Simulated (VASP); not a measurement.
Here is the system:

```
Li2O
1.0
    0.00000     2.26061     2.26061
    2.26061     0.00000     2.26061
    2.26061     2.26061     0.00000
Li O
2 1
Direct
  0.25000   0.25000   0.25000
  0.75000   0.75000   0.75000
  0.00000   0.00000   0.00000
```

These are r2SCAN+rVV10, VASP's PBE PAW potentials (set 64) (plane waves; VASP) values and carry that method's errors. Settings: 520 eV cut-off, 8×8×8 Γ-centred mesh, Gaussian smearing of 0.050 eV, potentials Li_sv O.

### Question
Give the stress tensor in GPa (positive for a compressed cell).

### Answer

```
2.88  0.00  0.00
0.00  2.88  0.00
0.00  0.00  2.88
```
The pressure is its mean diagonal, 2.88 GPa.

The compound is Li2O in the antifluorite structure. This cell is one point of a volume scan, at 0.97 of the reference volume.
